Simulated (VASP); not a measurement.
Input:

```yaml
crystal:
  lattice:
    - [0.00000, 3.30000, 3.30000]
    - [3.30000, 0.00000, 3.30000]
    - [3.30000, 3.30000, 0.00000]
  atoms:
    - { symbol: K, position: [0.00000, 0.00000, 0.00000] }
    - { symbol: Br, position: [0.50000, 0.50000, 0.50000] }
```

Method: G0W0 on PBE orbitals, VASP's PBE PAW potentials (set 64) (plane waves; VASP 6.6.1). Settings: PREC = Normal, 500 eV cut-off, 6×6×6 Γ-centred mesh, Gaussian smearing of 0.010 eV, potentials K_sv_GW Br_GW.

The mesh is coarse and the basis finite, so the quasiparticle values are not converged.

NBANDS = 128, ENCUTGW = 180 eV, NOMEGA = 64. The PBE levels (eV) that the step starts from are:

```
state                            KS energy  filling
-------------------------------  ---------  -------
k1 (0.00, 0.00, 0.00), band 5       -11.85        2
k1 (0.00, 0.00, 0.00), band 6        -0.60        2
k1 (0.00, 0.00, 0.00), band 7        -0.60        2
k1 (0.00, 0.00, 0.00), band 8        -0.60        2
k1 (0.00, 0.00, 0.00), band 9         3.83        0
k1 (0.00, 0.00, 0.00), band 10        7.01        0
k1 (0.00, 0.00, 0.00), band 11        7.01        0
k1 (0.00, 0.00, 0.00), band 12        7.01        0
k6 (0.33, 0.17, 0.00), band 5       -11.72        2
k6 (0.33, 0.17, 0.00), band 6        -1.40        2
k6 (0.33, 0.17, 0.00), band 7        -0.86        2
k6 (0.33, 0.17, 0.00), band 8        -0.81        2
k6 (0.33, 0.17, 0.00), band 9         5.57        0
k6 (0.33, 0.17, 0.00), band 10        6.29        0
k6 (0.33, 0.17, 0.00), band 11        8.37        0
k6 (0.33, 0.17, 0.00), band 12        8.41        0
k10 (0.33, 0.33, 0.00), band 5      -11.81        2
k10 (0.33, 0.33, 0.00), band 6       -1.42        2
k10 (0.33, 0.33, 0.00), band 7       -0.83        2
k10 (0.33, 0.33, 0.00), band 8       -0.83        2
k10 (0.33, 0.33, 0.00), band 9        5.57        0
k10 (0.33, 0.33, 0.00), band 10       5.95        0
k10 (0.33, 0.33, 0.00), band 11       8.48        0
k10 (0.33, 0.33, 0.00), band 12       8.99        0
```

Question: Give the quasiparticle energies and renormalisation factors Z.

Answer: 
| state | QP energy (eV) | Z |
|---|---|---|
| k1 (0.00, 0.00, 0.00), band 5 | -14.80 | 0.80 |
| k1 (0.00, 0.00, 0.00), band 6 | -2.40 | 0.80 |
| k1 (0.00, 0.00, 0.00), band 7 | -2.40 | 0.80 |
| k1 (0.00, 0.00, 0.00), band 8 | -2.40 | 0.80 |
| k1 (0.00, 0.00, 0.00), band 9 | 4.49 | 0.86 |
| k1 (0.00, 0.00, 0.00), band 10 | 8.45 | 0.84 |
| k1 (0.00, 0.00, 0.00), band 11 | 8.45 | 0.84 |
| k1 (0.00, 0.00, 0.00), band 12 | 8.45 | 0.84 |
| k6 (0.33, 0.17, 0.00), band 5 | -14.48 | 0.80 |
| k6 (0.33, 0.17, 0.00), band 6 | -3.32 | 0.80 |
| k6 (0.33, 0.17, 0.00), band 7 | -2.69 | 0.80 |
| k6 (0.33, 0.17, 0.00), band 8 | -2.64 | 0.80 |
| k6 (0.33, 0.17, 0.00), band 9 | 6.40 | 0.84 |
| k6 (0.33, 0.17, 0.00), band 10 | 7.39 | 0.85 |
| k6 (0.33, 0.17, 0.00), band 11 | 9.99 | 0.83 |
| k6 (0.33, 0.17, 0.00), band 12 | 10.22 | 0.84 |
| k10 (0.33, 0.33, 0.00), band 5 | -14.65 | 0.80 |
| k10 (0.33, 0.33, 0.00), band 6 | -3.35 | 0.79 |
| k10 (0.33, 0.33, 0.00), band 7 | -2.67 | 0.80 |
| k10 (0.33, 0.33, 0.00), band 8 | -2.67 | 0.80 |
| k10 (0.33, 0.33, 0.00), band 9 | 6.59 | 0.85 |
| k10 (0.33, 0.33, 0.00), band 10 | 6.89 | 0.84 |
| k10 (0.33, 0.33, 0.00), band 11 | 10.63 | 0.84 |
| k10 (0.33, 0.33, 0.00), band 12 | 9.92 | 0.83 |
On the mesh the gap opens from 4.43 to 6.89 eV.

The compound is KBr in the rock salt structure. The cell was not relaxed at this level.
